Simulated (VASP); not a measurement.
Fe2O3:

```
CELL_PARAMETERS angstrom
2.51900 1.45435 4.59067
-2.51900 1.45435 4.59067
0.00000 -2.90869 4.59067
ATOMIC_POSITIONS crystal
Fe 0.35530 0.35530 0.35530
Fe 0.14470 0.14470 0.14470
Fe 0.64470 0.64470 0.64470
Fe 0.85530 0.85530 0.85530
O 0.55590 0.94410 0.25000
O 0.25000 0.55590 0.94410
O 0.94410 0.25000 0.55590
O 0.44410 0.05590 0.75000
O 0.75000 0.44410 0.05590
O 0.05590 0.75000 0.44410
```

```yaml
Program: VASP 6.6.1
Task: relaxation of cell and atoms
Functional: LDA
Potentials_or_basis: VASP PAW LDA potentials, release 64 (Fe, O)
Cutoff: 600 eV
k_mesh: 9 × 9 × 9
Occupations: methfessel-paxton, width 0.1 eV
Spin: collinear spin, ferromagnetic start
Starting_moments: "[4.0, 4.0, 4.0, 4.0, 0.0, 0.0, 0.0, 0.0, 0.0, 0.0] μB"
Hubbard_terms: Fe d U = 5.3 eV
```

At the start: pressure -7.4 GPa; volume 10.09 Å³/atom.

Task: Where does the relaxation end?

Result: Over 11 steps the energy falls by 13.0 meV/atom and the volume is 9.73 Å³/atom (-3.6 %); space group R-3c (No. 167, to 0.05 Å); moment 20.00 μB per cell.

The path:
```
step  energy change (eV)  largest force (eV/Å)  pressure (GPa)  volume (Å³)
   1              0.0000                0.4575           -7.44       100.91
   2             -0.0541                0.1432            7.79        94.22
   3             -0.1140                0.3088            0.95        96.94
   4             -0.1297                0.0362            0.26        97.18
   5             -0.1297                0.0324            0.27        97.19
   6             -0.1297                0.0349            0.17        97.20
   7             -0.1302                0.0157           -0.15        97.34
   8             -0.1302                0.0148           -0.24        97.36
   9             -0.1304                0.0108            0.06        97.27
  10             -0.1304                0.0106            0.08        97.26
  11             -0.1305                0.0048           -0.03        97.29
```

Final structure:
```yaml
crystal:
  lattice:
    - [2.49665, 1.44144, 4.50582]
    - [-2.49665, 1.44144, 4.50582]
    - [0.00000, -2.88288, 4.50582]
  atoms:
    - { symbol: Fe, position: [0.35291, 0.35291, 0.35291] }
    - { symbol: Fe, position: [0.14709, 0.14709, 0.14709] }
    - { symbol: Fe, position: [0.64709, 0.64709, 0.64709] }
    - { symbol: Fe, position: [0.85291, 0.85291, 0.85291] }
    - { symbol: O, position: [0.55443, 0.94557, 0.25000] }
    - { symbol: O, position: [0.25000, 0.55443, 0.94557] }
    - { symbol: O, position: [0.94557, 0.25000, 0.55443] }
    - { symbol: O, position: [0.44557, 0.05443, 0.75000] }
    - { symbol: O, position: [0.75000, 0.44557, 0.05443] }
    - { symbol: O, position: [0.05443, 0.75000, 0.44557] }
```

Caveat: only a ferromagnetic start was run, and an antiferromagnetic order may lie lower in energy.
